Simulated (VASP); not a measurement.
Data:

```yaml
crystal:
  lattice:
    - [4.26628, 2.13122, 2.13122]
    - [2.13122, 4.26628, 2.13122]
    - [2.13122, 2.13122, 4.26628]
  atoms:
    - { symbol: Ni, position: [0.00000, 0.00000, 0.00000], spin: 1.4 }
    - { symbol: Ni, position: [0.50000, 0.50000, 0.50000], spin: -1.4 }
    - { symbol: O, position: [0.25000, 0.25000, 0.25000] }
    - { symbol: O, position: [0.75000, 0.75000, 0.75000] }
```

Computed with revPBE GGA, VASP's PBE PAW potentials (set 64) (plane waves; VASP). Settings: 520 eV cut-off, 9×9×9 Γ-centred mesh, Gaussian smearing of 0.050 eV, potentials Ni O.

Give the stress tensor in GPa (positive for a compressed cell).

```
-4.92  -0.13  -0.13
-0.13  -4.92  -0.13
-0.13  -0.13  -4.92
```
The pressure is its mean diagonal, -4.92 GPa.

The compound is NiO in the rock salt, AFM-II order structure. This cell is one point of a volume scan, at 1.03 of the reference volume.
